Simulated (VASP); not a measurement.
# ScIn3N2 (P-4m2) in VASP: notebook

The runs below take ScIn3N2 through relaxation of cell and atoms, with PBE.

Program: VASP 6.6.1. These are calculated values, not measurements. Logs are shortened: lines on timing, memory, paths and dates and some standing lists are left out, and cuts for length are marked.

## 1. Starting point

Symmetry: P-4m2, No. 115, tetragonal system. The conventional cell has a = 4.000 Å, b = 4.000 Å, c = 6.900 Å, α = 90.00°, β = 90.00°, γ = 90.00°. Sc (site symmetry -4m2) has 4 N at 2.19 Å as nearest neighbours. In (site symmetry -4m2) has 4 N at 2.19 Å as nearest neighbours. In (site symmetry -4m2) has 4 In at 2.83 Å and 4 N at 3.24 Å as nearest neighbours. In (site symmetry -4m2) has 4 In at 2.83 Å and 4 N at 3.24 Å as nearest neighbours. N (site symmetry 2mm) has 2 Sc at 2.19 Å and 2 In at 2.19 Å as nearest neighbours.

The cell was built by a generator and needn't be a form met in nature.

## 2. Relaxation of cell and atoms, PBE

INCAR

```
SYSTEM = ScIn3N2
PREC = Normal
ENCUT = 520
EDIFF = 1E-4
ISMEAR = 0
SIGMA = 0.15
LREAL = .False.
LASPH = .True.
NELM = 60
ALGO = Fast
ISIF = 3
LWAVE = .False.
LCHARG = .False.
GGA = PE
IBRION = 2
NSW = 24
EDIFFG = -0.08
```

KPOINTS

```
regular mesh
0
Gamma
  4 4 2
  0 0 0
```

POSCAR

```
ScIn3N2
1.0
    4.0000000000      0.0000000000      0.0000000000
    0.0000000000      4.0000000000      0.0000000000
    0.0000000000      0.0000000000      6.9000000000
Sc In N
1 3 2
Direct
    0.0000000000      0.0000000000      0.0000000000
    0.5000000000      0.5000000000      0.0000000000
    0.5000000000      0.5000000000      0.5000000000
    0.0000000000      0.0000000000      0.5000000000
    0.5000000000      0.0000000000      0.8700000000
    0.0000000000      0.5000000000      0.1300000000
```

Potentials or basis: VASP PAW PBE potentials, release 64 (Sc_sv, In_d, N).

Launch:

```bash
$ cat potpaw_PBE.64/Sc_sv/POTCAR potpaw_PBE.64/In_d/POTCAR potpaw_PBE.64/N/POTCAR > POTCAR
$ mpirun -np 1 vasp_std > vasp.out
```

OUTCAR:

```text
SYSTEM = ScIn3N2
   PREC = Normal
   ENCUT = 520
   EDIFF = 1E-4
   ISMEAR = 0
   LREAL = .False.
   LASPH = .True.
   NELM = 60
   ISIF = 3
   GGA = PE
   IBRION = 2
   NSW = 24
   EDIFFG = -0.08

 ion  position               nearest neighbor table
   1  0.000  0.000  0.000-   5 2.19   6 2.19   6 2.19   5 2.19   2 2.83   2 2.83   2 2.83   2 2.83
                             4 3.45   4 3.45
   2  0.500  0.500  0.000-   5 2.19   6 2.19   5 2.19   6 2.19   1 2.83   1 2.83   1 2.83   1 2.83
                             3 3.45   3 3.45
   3  0.500  0.500  0.500-   4 2.83   4 2.83   4 2.83   4 2.83   2 3.45   2 3.45
   4  0.000  0.000  0.500-   3 2.83   3 2.83   3 2.83   3 2.83   1 3.45   1 3.45
   5  0.500  0.000  0.870-   1 2.19   2 2.19   2 2.19   1 2.19
   6  0.000  0.500  0.130-   1 2.19   2 2.19   1 2.19   2 2.19

  LATTYP: Found a simple tetragonal cell.
 ALAT       =     4.0000000000
 C/A-ratio  =     1.7250000000

  Lattice vectors:

 A1 = (   4.0000000000,   0.0000000000,   0.0000000000)
 A2 = (   0.0000000000,   4.0000000000,   0.0000000000)
 A3 = (   0.0000000000,   0.0000000000,   6.9000000000)

Analysis of symmetry for initial positions (statically):
=====================================================================
 Subroutine PRICEL returns:
 Original cell was already a primitive cell.

 Routine SETGRP: Setting up the symmetry group for a
 simple tetragonal supercell.

 Subroutine GETGRP returns: Found  8 space group operations
 (whereof  8 operations were pure point group operations)
 out of a pool of 16 trial point group operations.

The static configuration has the point symmetry D_2d.

Analysis of symmetry for dynamics (positions and initial velocities):
=====================================================================
 Subroutine PRICEL returns:
 Original cell was already a primitive cell.

 Routine SETGRP: Setting up the symmetry group for a
 simple tetragonal supercell.

 Subroutine GETGRP returns: Found  8 space group operations
 (whereof  8 operations were pure point group operations)
 out of a pool of 16 trial point group operations.

The dynamic configuration has the point symmetry D_2d.

 Subroutine INISYM returns: Found  8 space group operations
 (whereof  8 operations are pure point group operations),
 and found     1 'primitive' translations

----------------------------------------------------------------------------------------

                                     Primitive cell

  volume of cell :     110.4000

  direct lattice vectors                    reciprocal lattice vectors
     4.000000000  0.000000000  0.000000000     0.250000000  0.000000000  0.000000000
     0.000000000  4.000000000  0.000000000     0.000000000  0.250000000  0.000000000
     0.000000000  0.000000000  6.900000000     0.000000000  0.000000000  0.144927536

  length of vectors
     4.000000000  4.000000000  6.900000000     0.250000000  0.250000000  0.144927536

  position of ions in fractional coordinates (direct lattice)
     0.000000000  0.000000000  0.000000000
     0.500000000  0.500000000  0.000000000
     0.500000000  0.500000000  0.500000000
     0.000000000  0.000000000  0.500000000
     0.500000000  0.000000000  0.870000000
     0.000000000  0.500000000  0.130000000

  ion indices of the primitive-cell ions
   primitive index   ion index
                 1           1
                 2           2
                 3           3
                 4           4
                 5           5
                 6           6

----------------------------------------------------------------------------------------

 KPOINTS: regular mesh

Automatic generation of k-mesh.
 Grid dimensions read from file:
 generate k-points for:    4    4    2

 Generating k-lattice:

  Cartesian coordinates                     Fractional coordinates (reciprocal lattice)
     0.062500000  0.000000000  0.000000000     0.250000000  0.000000000  0.000000000
     0.000000000  0.062500000  0.000000000     0.000000000  0.250000000  0.000000000
     0.000000000  0.000000000  0.072463768     0.000000000  0.000000000  0.500000000

  Length of vectors
     0.062500000  0.062500000  0.072463768

  Shift w.r.t. Gamma in fractional coordinates (k-lattice)
     0.000000000  0.000000000  0.000000000

 Subroutine IBZKPT returns following result:
 ===========================================

 Found     12 irreducible k-points:

 Following reciprocal coordinates:
            Coordinates               Weight
  0.000000  0.000000  0.000000      1.000000
  0.250000  0.000000  0.000000      4.000000
  0.500000  0.000000  0.000000      2.000000
  0.250000  0.250000  0.000000      4.000000
  0.500000  0.250000  0.000000      4.000000
  0.500000  0.500000  0.000000      1.000000
  0.000000  0.000000  0.500000      1.000000
  0.250000  0.000000  0.500000      4.000000
  0.500000  0.000000  0.500000      2.000000
  0.250000  0.250000  0.500000      4.000000
  0.500000  0.250000  0.500000      4.000000
  0.500000  0.500000  0.500000      1.000000
   k-points           NKPTS =     12   k-points in BZ     NKDIM =     12   number of bands    NBANDS=     36
   number of dos      NEDOS =    301   number of ions     NIONS =      6
   total plane-waves  NPLWV =  23040
   dimension x,y,z NGX =    24 NGY =   24 NGZ =   40
   dimension x,y,z NGXF=    48 NGYF=   48 NGZF=   80
   ions per type =               1   3   2
   NGX,Y,Z   is equivalent  to a cutoff of   9.97,  9.97,  9.64 a.u.
   NGXF,Y,Z  is equivalent  to a cutoff of  19.95, 19.95, 19.27 a.u.
 SYSTEM =  ScIn3N2
   PREC   = normal    normal or accurate (medium, high low for compatibility)
   ISTART =      0    job   : 0-new  1-cont  2-samecut
   ICHARG =      2    charge: 1-file 2-atom 10-const
   ISPIN  =      1    spin polarized calculation?
   LNONCOLLINEAR =      F non collinear calculations
   LSORBIT =      F    spin-orbit coupling
   LASPH  =      T    aspherical Exc in radial PAW
   ENCUT  =  520.0 eV  38.22 Ry    6.18 a.u.   7.44  7.44 12.83*2*pi/ulx,y,z
   NELM   =     60;   NELMIN=  2; NELMDL= -5     # of ELM steps
   EDIFF  = 0.1E-03   stopping-criterion for ELM
   LREAL  =      F    real-space projection
   EDIFFG = -.8E-01   stopping-criterion for IOM
   NSW    =     24    number of steps for IOM
   IBRION =      2    ionic relax: 0-MD 1-quasi-New 2-CG
   NFREE  =      1    steps in history (QN), initial steepest desc. (CG)
   ISIF   =      3    stress and relaxation
   ISYM   =      2    0-nonsym 1-usesym 2-fastsym
   POTIM  = 0.5000    time-step for ionic-motion
   TEBEG  =    0.0;   TEEND  =   0.0 temperature during run
   PSTRESS=    0.0 pullay stress
   NELECT =      60.0000    total number of electrons
   NUPDOWN=      -1.0000    fix difference up-down
   EMIN   =  10.00;   EMAX   =-10.00  energy-range for DOS
   EFERMI =   0.00;   METHOD = LEGACY
   ISMEAR =     0;   SIGMA  =   0.15  broadening in eV -4-tet -1-fermi 0-gaus
   EFERMI_NEDOS =   21; number of points for ismear=-14 and -15
   IALGO  =     68    algorithm
   IMIX   =      4    mixing-type and parameters
     AMIX     =   0.40;   BMIX     =  1.00
     AMIX_MAG =   1.60;   BMIX_MAG =  1.00
  volume/ion in A,a.u.               =      18.40       124.17
  Fermi-wavevector in a.u.,A,eV,Ry     =   1.335987  2.524649 24.284511  1.784861
  Thomas-Fermi vector in A             =   2.464649
   LORBIT       =      0    0 simple, 1 ext, 2 COOP (PROOUT), +10 PAW based schemes
   GGA     = PE    functional components
   LHFCALC =     F    Hartree Fock is set to
   AEXX    =    0.0000 exact exchange contribution
   IVDW    =     0    specifies the selected vdW correction
   LEPSILON=     F    determine dielectric tensor
   LRPA    =     F    only Hartree local field effects (RPA)
 conjugate gradient relaxation of ions
 non-spin polarized calculation
 RMM-DIIS sequential band-by-band and
 Gauss-broadening in eV      SIGMA  =   0.15
  energy-cutoff  :      520.00
  volume of cell :      110.40
 maximum number of plane-waves:      3010
   NGX = 15   NGY = 15   NGZ = 25

--------------------------------------- Ionic step        1  -------------------------------------------

 number of electron      59.9999982 magnetization

 Free energy of the ion-electron system (eV)
  ---------------------------------------------------
  ext. energy  EPLUGINS =         0.00000000
  ---------------------------------------------------
  free energy    TOTEN  =       -30.20271037 eV

  energy without entropy =      -30.15453919  energy(sigma->0) =      -30.17862478

------------------------ aborting loop because EDIFF is reached ----------------------------------------

  FORCE on cell =-STRESS in cart. coord.  units (eV):
  Direction    XX          YY          ZZ          XY          YZ          ZX
  --------------------------------------------------------------------------------------
  -------------------------------------------------------------------------------------
  Total        8.4009191      8.4009191      0.9196107      0.0000000      0.0000000      0.0000000
  in kB      121.9181358    121.9181358     13.3458282      0.0000000      0.0000000      0.0000000
  external PRESSURE =      85.7273666 kB  Pullay stress =       0.0000000 kB
[... 225 lines left out ...]
  energy  without entropy=      -30.7183156420  energy(sigma->0) =      -30.73760448

--------------------------------------- Ionic step        7  -------------------------------------------

 number of electron      60.0000104 magnetization

 E-fermi :   6.0152     XC(G=0): -10.0935

 val. band max:        5.9887132256   @ k =   0.5000   0.2500   0.0000
 cond. band min:       6.1070196099   @ k =   0.5000   0.2500   0.5000
 fundamental gap:      0.1183063844
 Fermi energy:         6.0152180713

 k-point     1 :       0.0000    0.0000    0.0000
  band No.  band energies     occupation
      1     -43.3313      2.00000
      2     -22.0686      2.00000
      3     -21.9612      2.00000
      4     -21.9612      2.00000
      5      -9.7231      2.00000
      6      -9.4698      2.00000
[... 494 lines left out ...]
  energy  without entropy=      -30.8010291963  energy(sigma->0) =      -30.82049340

--------------------------------------- Ionic step        8  -------------------------------------------

 number of electron      60.0000037 magnetization

 Free energy of the ion-electron system (eV)
  ---------------------------------------------------
  ext. energy  EPLUGINS =         0.00000000
  ---------------------------------------------------
  free energy    TOTEN  =       -30.85439286 eV

  energy without entropy =      -30.81390692  energy(sigma->0) =      -30.83414989

 E-fermi :   5.8212     XC(G=0):  -9.9928

 val. band max:        5.7947702416   @ k =   0.5000   0.2500   0.0000
 cond. band min:       5.9024931883   @ k =   0.5000   0.2500   0.5000
 fundamental gap:      0.1077229467
 Fermi energy:         5.8211670024

 k-point     1 :       0.0000    0.0000    0.0000
  band No.  band energies     occupation
      1     -43.5351      2.00000
      2     -22.2768      2.00000
      3     -22.1575      2.00000
      4     -22.1575      2.00000
      5      -9.8708      2.00000
      6      -9.6216      2.00000
[... 490 lines left out ...]
  FREE ENERGIE OF THE ION-ELECTRON SYSTEM (eV)
  ---------------------------------------------------
  free  energy   TOTEN  =       -30.8543928580 eV

  energy  without entropy=      -30.8139069152  energy(sigma->0) =      -30.83414989

 reached required accuracy - stopping structural energy minimisation
```

Wall time 97 s (1 thread of Intel Xeon 6975P-C (Granite Rapids), shared host); peak memory 0.18 GiB.

What came out:

* Free energy: -30.8544 eV
* Relaxed volume: 20.46 Å³/atom
* Relaxed cell: a = 4.282 Å, b = 4.282 Å, c = 6.696 Å, α = 90.00°, β = 90.00°, γ = 90.00°
* Space group after relaxing (to 0.05 Å): P-4m2 (No. 115)
* Energy gained by relaxing: 108.6 meV/atom
* Ionic steps: 8
* Pressure after relaxing: -0.2 GPa
* Largest force after relaxing: 0.038 eV/Å
* Band gap on the k mesh: none (metal or under the smearing width)

Forces on the atoms (eV/Å):
```
Sc   0.000  0.000  0.000
In   0.000  0.000  0.000
In   0.000  0.000  0.000
In   0.000  0.000  0.000
N    0.000  0.000  0.038
N    0.000  0.000 -0.038
```

Stress tensor (GPa, compression positive):
```
-0.53  0.00  0.00
 0.00 -0.53  0.00
 0.00  0.00  0.60
```

The path:
```csv
step,energy change (eV),largest force (eV/Å),pressure (GPa),volume (Å³)
1,0.0000,0.4614,8.57,110.40
2,-0.2469,1.1665,-4.50,126.75
3,-0.3399,0.9971,-0.82,120.54
4,-0.4280,0.8131,-0.58,120.56
5,-0.5991,0.4173,0.06,120.55
6,-0.5542,0.2866,0.96,120.24
7,-0.6372,0.0840,0.54,120.46
8,-0.6517,0.0376,-0.15,122.78
```

Final structure:
```
Sc In N
1.0
     4.28205    0.00000    0.00000
     0.00000    4.28205    0.00000
     0.00000    0.00000    6.69626
Sc In N
1 3 2
Direct
  0.00000 0.00000 0.00000
  0.50000 0.50000 0.00000
  0.50000 0.50000 0.50000
  0.00000 0.00000 0.50000
  0.50000 0.00000 0.91916
  0.00000 0.50000 0.08084
```

Levels at points of the mesh, in eV from the Fermi level:
```tsv
k point	band 28	band 29	band 30	band 31	band 32	band 33
(0.00, 0.00, 0.00)	-1.87	-0.38	0.44	0.66	0.66	0.76
(0.50, 0.00, 0.00)	-2.11	-2.05	0.56	1.35	2.30	2.60
(0.50, 0.50, 0.00)	-2.62	-2.19	-2.03	-2.03	1.15	1.43
(0.00, 0.00, 0.50)	-1.94	-1.94	-0.12	0.63	0.63	1.25
(0.50, 0.00, 0.50)	-2.01	-1.73	-0.04	1.13	2.25	2.42
(0.50, 0.50, 0.50)	-2.73	-1.09	-1.02	-1.02	0.21	1.91
```

Caveat: the k mesh is coarse (spacing up to 0.46 Å⁻¹), so the values aren't converged; the relaxation stopped at a loose force limit of 0.08 eV/Å, so its end isn't a converged minimum.

## 3. Relaxation of cell and atoms, PBE

This run uses another cell than the first one, of 21.00 Å³/atom, 1.141 times its volume.

INCAR is that of step 2.

KPOINTS

```
regular mesh
0
Gamma
  4 4 3
  0 0 0
```

POSCAR

```
ScIn3N2
1.0
    4.8326593700      0.0000000000      0.0000000000
   -2.4163296800      4.1852057800      0.0000000000
    0.0000000000      0.0000000000      6.2288013400
Sc In N
1 3 2
Direct
    0.6666666700      0.3333333300      0.5000000000
    0.1744887300      0.8255112700      0.0000000000
    0.1744887300      0.3489774500      0.0000000000
    0.6510225500      0.8255112700      0.0000000000
    0.6666666700      0.3333333300      0.8999204800
    0.6666666700      0.3333333300      0.1000795200
```

Potentials or basis: VASP PAW PBE potentials, release 64 (Sc_sv, In_d, N).

Launch:

```bash
$ cat potpaw_PBE.64/Sc_sv/POTCAR potpaw_PBE.64/In_d/POTCAR potpaw_PBE.64/N/POTCAR > POTCAR
$ mpirun -np 1 vasp_std > vasp.out
```

Wall time 4.8 min (1 thread of Intel Xeon 6975P-C (Granite Rapids), shared host); peak memory 0.2 GiB.

It converged, with:

| Quantity | Value |
| --- | --- |
| Free energy | -28.8694 eV |
| Relaxed volume | 26.73 Å³/atom |
| Relaxed cell | a = 5.978 Å, b = 5.978 Å, c = 5.183 Å, α = 90.00°, β = 90.00°, γ = 120.00° |
| Space group after relaxing (to 0.05 Å) | P6/mmm (No. 191) |
| Energy gained by relaxing | 1783.3 meV/atom |
| Ionic steps | 20 |
| Pressure after relaxing | 0.2 GPa |
| Largest force after relaxing | 0.061 eV/Å |
| Band gap on the k mesh | none (metal or under the smearing width) |

Forces on the atoms (eV/Å):
```
Sc   0.000  0.000  0.000
In   0.022 -0.012  0.000
In   0.000  0.025  0.000
In  -0.022 -0.012  0.000
N    0.000  0.000  0.061
N    0.000  0.000 -0.061
```

Stress tensor (GPa, compression positive):
```
0.21 0.00 0.00
0.00 0.21 0.00
0.00 0.00 0.08
```

Step by step:
| step | energy change (eV) | largest force (eV/Å) | pressure (GPa) | volume (Å³) |
| --- | --- | --- | --- | --- |
| 1 | 0.0000 | 8.0529 | 35.23 | 125.98 |
| 2 | 2.8558 | 3.3836 | -6.35 | 221.24 |
| 3 | -5.7576 | 3.7659 | -6.34 | 205.65 |
| 4 | -6.2639 | 3.9250 | -6.05 | 195.69 |
| 5 | -6.9081 | 4.1969 | 0.15 | 161.62 |
| 6 | -6.9014 | 4.3617 | -3.90 | 175.57 |
| 7 | -9.9266 | 2.9336 | -1.14 | 176.69 |
| 8 | -10.1920 | 3.7362 | -3.76 | 177.30 |
| 9 | -7.0343 | 39.6293 | 12.88 | 162.47 |
| 10 | -10.3232 | 2.8627 | -3.35 | 175.67 |
| 11 | -10.4117 | 1.7797 | -2.82 | 174.47 |
| 12 | -10.4800 | 1.3453 | -1.36 | 171.94 |
| 13 | -10.4823 | 0.7239 | -1.64 | 172.42 |
| 14 | -10.6701 | 0.4059 | -0.92 | 165.18 |
| 15 | -10.6873 | 0.2550 | -0.50 | 162.50 |
| 16 | -10.6898 | 0.9641 | 0.91 | 159.82 |
| 17 | -10.6960 | 0.4214 | 0.12 | 160.99 |
| 18 | -10.6952 | 0.4994 | 0.43 | 159.88 |
| 19 | -10.7000 | 0.1033 | 0.25 | 160.47 |
| 20 | -10.6999 | 0.0613 | 0.17 | 160.40 |

Final structure:
```cif
data_structure
_symmetry_space_group_name_H-M 'P 1'
_symmetry_Int_Tables_number 1
_cell_length_a 5.9781
_cell_length_b 5.9781
_cell_length_c 5.1826
_cell_angle_alpha 90.000
_cell_angle_beta 90.000
_cell_angle_gamma 120.000
_cell_volume 160.40
loop_
_atom_site_label
_atom_site_type_symbol
_atom_site_fract_x
_atom_site_fract_y
_atom_site_fract_z
_atom_site_occupancy
Sc1 Sc 0.66667 0.33333 0.50000 1
In1 In 0.16636 0.83364 0.00000 1
In2 In 0.16636 0.33271 0.00000 1
In3 In 0.66729 0.83364 0.00000 1
N1 N 0.66667 0.33333 0.87972 1
N2 N 0.66667 0.33333 0.12028 1
```

Levels at points of the mesh, in eV from the Fermi level:
| k point | band 26 | band 27 | band 28 | band 29 | band 30 | band 31 | band 32 | band 33 | band 34 | band 35 |
| --- | --- | --- | --- | --- | --- | --- | --- | --- | --- | --- |
| (0.00, 0.00, 0.00) | -2.52 | -2.44 | -2.44 | -0.97 | -0.97 | -0.10 | 0.65 | 1.26 | 1.26 | 1.59 |
| (0.50, 0.00, 0.00) | -4.50 | -2.05 | -1.56 | -1.10 | -1.06 | 1.05 | 1.25 | 1.82 | 1.84 | 2.06 |

Caveat: the k mesh is coarse (spacing up to 0.38 Å⁻¹), so the values aren't converged; the standard files for N, O and F lose accuracy on very short bonds; the volume moved by over 15 % at a fixed basis, so the end points are rough; the relaxation stopped at a loose force limit of 0.08 eV/Å, so its end isn't a converged minimum.

[end of part 1 of 2]
